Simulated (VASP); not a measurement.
Consider the following.

```xyz
2
Lattice="0.0000 2.6363 2.5846 2.5846 0.0000 2.5846 2.5846 2.6363 0.0000" Properties=species:S:1:pos:R:3 pbc="T T T"
Sr     0.0000     0.0000     0.0000
O      2.5846     2.6363     2.5846
```

Calculation: r2SCAN meta-GGA, VASP's PBE PAW potentials (set 64) (plane waves; VASP). Settings: 600 eV cut-off, 8×8×8 Γ-centred mesh, Gaussian smearing of 0.050 eV, potentials Sr_sv O.

Question: Give the stress tensor in GPa (positive for a compressed cell).

Answer: 
```
-0.99   0.00   0.00
 0.00  -3.32   0.00
 0.00   0.00  -0.99
```
The pressure is its mean diagonal, -1.77 GPa.

The compound is SrO in the rock salt structure. This cell was strained or had an atom moved on purpose.
